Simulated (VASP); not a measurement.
Output of a VASP run:

**OSZICAR**
```
       N       E                     dE             d eps       ncg     rms          rms(c)
DAV:   1     0.458067192131E+02    0.45807E+02   -0.87767E+03  1544   0.130E+03
DAV:   2    -0.360403368706E+02   -0.81847E+02   -0.77417E+02  2140   0.270E+02
DAV:   3    -0.385250420110E+02   -0.24847E+01   -0.24753E+01  2036   0.470E+01
DAV:   4    -0.385398612996E+02   -0.14819E-01   -0.14811E-01  1880   0.374E+00
DAV:   5    -0.385400384326E+02   -0.17713E-03   -0.17710E-03  2020   0.376E-01    0.931E+00
DAV:   6    -0.368359932598E+02    0.17040E+01   -0.43588E+00  1888   0.172E+01    0.456E+00
DAV:   7    -0.366682337168E+02    0.16776E+00   -0.22471E-01  1812   0.452E+00    0.266E+00
DAV:   8    -0.366266387433E+02    0.41595E-01   -0.68789E-02  1740   0.231E+00    0.213E-01
DAV:   9    -0.366258158107E+02    0.82293E-03   -0.21368E-03  2020   0.470E-01    0.115E-01
DAV:  10    -0.366258810085E+02   -0.65198E-04   -0.20046E-04  1796   0.139E-01    0.217E-02
DAV:  11    -0.366258796753E+02    0.13332E-05   -0.37057E-05  1976   0.526E-02    0.106E-02
DAV:  12    -0.366258802119E+02   -0.53660E-06   -0.39329E-06  1920   0.197E-02    0.176E-03
DAV:  13    -0.366258802805E+02   -0.68578E-07   -0.11012E-07  1308   0.364E-03
   1 F= -.36625880E+02 E0= -.36625880E+02  d E =0.000000E+00
```

OUTCAR:
```
------------------------ aborting loop because EDIFF is reached ----------------------------------------
  FORCE on cell =-STRESS in cart. coord.  units (eV):
  Direction    XX          YY          ZZ          XY          YZ          ZX
  --------------------------------------------------------------------------------------
  Total        0.0009672      0.0009672     -0.0001610     -0.0000000      0.0000000      0.0000000
  in kB        0.0658289      0.0658289     -0.0109567     -0.0000000      0.0000000      0.0000000
  external PRESSURE =       0.0402337 kB  Pullay stress =       0.0000000 kB
  volume of cell :       23.54
      direct lattice vectors                 reciprocal lattice vectors
     2.542346481  0.000000000  0.000000000     0.393337418  0.227093508  0.000000000
    -1.271173241  2.201736211  0.000000000     0.000000000  0.454187016  0.000000000
     0.000000000  0.000000000  4.205330060     0.000000000  0.000000000  0.237793463
  FREE ENERGIE OF THE ION-ELECTRON SYSTEM (eV)
  ---------------------------------------------------
  free  energy   TOTEN  =       -36.6258802805 eV

  energy  without entropy=      -36.6258802805  energy(sigma->0) =      -36.62588028

 total charge

# of ion       s       p       d       tot
------------------------------------------
    1        0.676   1.363   0.000   2.039
    2        0.676   1.363   0.000   2.039
    3        1.209   2.757   0.000   3.966
    4        1.209   2.757   0.000   3.966
--------------------------------------------------
tot          3.771   8.240   0.000  12.011
```
(Selected blocks of OUTCAR.)

File POSCAR:
```
BN
1
    2.5423464809     0.0000000000     0.0000000000
   -1.2711732405     2.2017362105     0.0000000000
    0.0000000000     0.0000000000     4.2053300603
B N
2 2
Direct
  0.6666670000   0.3333330000   0.0003383763
  0.3333330000   0.6666670000   0.5003383763
  0.6666670000   0.3333330000   0.3746616237
  0.3333330000   0.6666670000   0.8746616237
```

### Question
Write an INCAR and KPOINTS that could have produced this output.

### Answer
Several could match; the one computed here: the input of the run itself, PBEsol GGA, plane waves, VASP's PBE PAW potentials (set 64).

INCAR:
```
SYSTEM = BN
PREC = Accurate; ENCUT = 520; LREAL = .FALSE.
LASPH = .TRUE.
EDIFF = 1E-7; NELM = 100; ALGO = Normal
ISMEAR = -5
GGA = PS
ISIF = 2
LWAVE = .FALSE.; LCHARG = .TRUE.; LORBIT = 11
NEDOS = 601
```

### KPOINTS
```
Automatic mesh
0
Gamma
11 11 6
0 0 0
```

POTCAR, in this order: B N (PBE.64 set). Program: vasp_std.

The structure comes from a measured BN entry (P6_3mc) of the Crystallography Open Database, whose conditions weren't checked. It was relaxed first.
